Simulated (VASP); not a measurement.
TlIO3: density of states with LDA

TlIO3:

```
CELL_PARAMETERS angstrom
4.16331 0.00000 0.00000
0.00000 4.16331 0.00000
0.00000 0.00000 4.16331
ATOMIC_POSITIONS crystal
Tl 0.00000 0.00000 0.00000
I 0.50000 0.50000 0.50000
O 0.50000 0.00000 0.50000
O 0.50000 0.50000 0.00000
O 0.00000 0.50000 0.50000
```

The cell comes from a database or a generator and needn't be the stable form of this composition.

| Quantity | Value |
| --- | --- |
| Program | VASP 6.6.1 |
| Task | density of states |
| Functional | LDA |
| Potentials or basis | VASP PAW LDA potentials, release 64 (Tl_d, I, O) |
| Cutoff | 520 eV |
| k mesh | 5 × 5 × 5 |
| Occupations | gaussian, width 0.01 eV |
| Spin | no spin polarisation |
| Dipole correction | no |
| k mesh for the DOS | 8 × 8 × 8 |
| Occupations for the DOS | tetrahedron |
| Further INCAR settings | ALGO = Fast; EDIFF = 1e-07 |

- Valence electrons inside the program's atomic spheres: Tl 11.16; I 3.91; O 4.94

Levels at points of the mesh, in eV from the Fermi level:
| k point | band 15 | band 16 | band 17 | band 18 | band 19 | band 20 | band 21 | band 22 | band 23 |
| --- | --- | --- | --- | --- | --- | --- | --- | --- | --- |
| (0.00, 0.00, 0.00) | -2.74 | -2.74 | -2.36 | -2.36 | -2.36 | 6.48 | 6.48 | 6.48 | 7.99 |
| (0.50, 0.00, 0.00) | -2.42 | -2.28 | -2.28 | -1.69 | -1.00 | 2.22 | 3.32 | 5.79 | 5.80 |
| (0.50, 0.50, 0.00) | -2.66 | -2.66 | -1.34 | -0.55 | 0.19 | 1.07 | 1.07 | 5.14 | 5.17 |
| (0.50, 0.50, 0.50) | -3.16 | -1.39 | -1.39 | -1.39 | -0.28 | -0.28 | -0.28 | 1.92 | 6.44 |

States per cell in windows of 1 eV (zero at the Fermi level; states under -8 eV left out):
```csv
from (eV),total,O3_p,O4_p,O5_p,I2_p,Tl1_s,Tl1_p
-8.0,1.09,0.13,0.13,0.13,0.30,0.00,0.00
-7.0,1.31,0.15,0.15,0.15,0.23,0.09,0.00
-6.0,1.92,0.20,0.20,0.20,0.13,0.31,0.01
-5.0,1.30,0.19,0.19,0.19,0.06,0.10,0.03
-4.0,2.69,0.46,0.46,0.46,0.10,0.06,0.05
-3.0,5.54,1.11,1.11,1.11,0.14,0.13,0.03
-2.0,3.00,0.61,0.61,0.61,0.07,0.19,0.01
-1.0,1.74,0.24,0.24,0.24,0.11,0.44,0.01
0.0,0.23,0.01,0.01,0.01,0.11,0.00,0.00
1.0,0.83,0.07,0.07,0.07,0.38,0.00,0.00
2.0,1.04,0.11,0.11,0.11,0.40,0.00,0.01
3.0,1.36,0.14,0.14,0.14,0.34,0.00,0.10
4.0,1.60,0.14,0.14,0.14,0.31,0.01,0.22
5.0,2.71,0.30,0.30,0.30,0.60,0.01,0.32
6.0,0.24,0.03,0.03,0.03,0.05,0.00,0.04
7.0,0.01,0.00,0.00,0.00,0.00,0.00,0.00
```

Run time: 28 s on 1 thread of AMD EPYC 9R45 (Zen 5) (shared host), peak memory 0.15 GiB.

 The run has no spin-orbit coupling, so splittings on I, Tl are missing.
